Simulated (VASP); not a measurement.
An input for Ansatz (written as the equivalent of a VASP run, and not itself run):

Ansatz 0.2 input:
```yaml
crystal:
  lattice:
    - [3.5182000, 0.0000000, 0.0000000]
    - [-1.7591000, 3.0468510, 0.0000000]
    - [0.0000000, 0.0000000, 13.9736000]
  atoms:
    - { symbol: Mo, position: [0.3333330, 0.6666670, 0.2500000] }
    - { symbol: Mo, position: [0.6666670, 0.3333330, 0.7500000] }
    - { symbol: Te, position: [0.3333330, 0.6666670, 0.6210000] }
    - { symbol: Te, position: [0.6666670, 0.3333330, 0.1210000] }
    - { symbol: Te, position: [0.3333330, 0.6666670, 0.8790000] }
    - { symbol: Te, position: [0.6666670, 0.3333330, 0.3790000] }
kpoints:
  mp_grid: { grid: [6, 6, 2] }
hamiltonian:
  xc: pbesol
  pseudopotentials: { kind: paw }
scf:
  occupations: { method: gaussian, width: 0.272 }
  max_iter: 100
output: { forces: true, stress: true, eigenvalues: true }
```

Question: Write the VASP files for the same calculation (PBEsol).

Answer: This is not unique; one that fits is 
POSCAR:
```
Te2Mo
1
    3.5182000000     0.0000000000     0.0000000000
   -1.7591000000     3.0468510000     0.0000000000
    0.0000000000     0.0000000000    13.9736000000
Mo Te
2 4
Direct
  0.3333330000   0.6666670000   0.2500000000
  0.6666670000   0.3333330000   0.7500000000
  0.3333330000   0.6666670000   0.6210000000
  0.6666670000   0.3333330000   0.1210000000
  0.3333330000   0.6666670000   0.8790000000
  0.6666670000   0.3333330000   0.3790000000
```

**KPOINTS**
```
Automatic mesh
0
gamma
 6 6 2
```

**INCAR**
```
ALGO = Normal
LCHARG = F
LMAXMIX = 4   ! l cut-off of mixed one-centre charges
ENCUT = 300
PREC = Accurate
ISIF = 2
LREAL = F
GGA = PS   ! PBEsol
NELM = 100
EDIFF = 1E-6   ! SCF stop (eV)
LASPH = T
SIGMA = 0.272   ! width (eV)
SYSTEM = Te2Mo
LWAVE = F
ISMEAR = 0
```

POTCAR, in this order: Mo_sv Te (PBE.64 set). Program: vasp_std.

What does not carry over: each code has its own PAW files, so the cut-off isn't converted (ENCUT is set for VASP's; basis.ecutwfc is left out, and Ansatz then takes the one that its files recommend); Ansatz stops its SCF on the density residual and VASP on the energy change (EDIFF).

The structure comes from a measured Te2Mo entry (P6_3/mmc) of the Crystallography Open Database, whose conditions weren't checked. The cell was not relaxed at this level. The run is one of a series of settings (GGA = PS against the base run), some of them coarse on purpose.
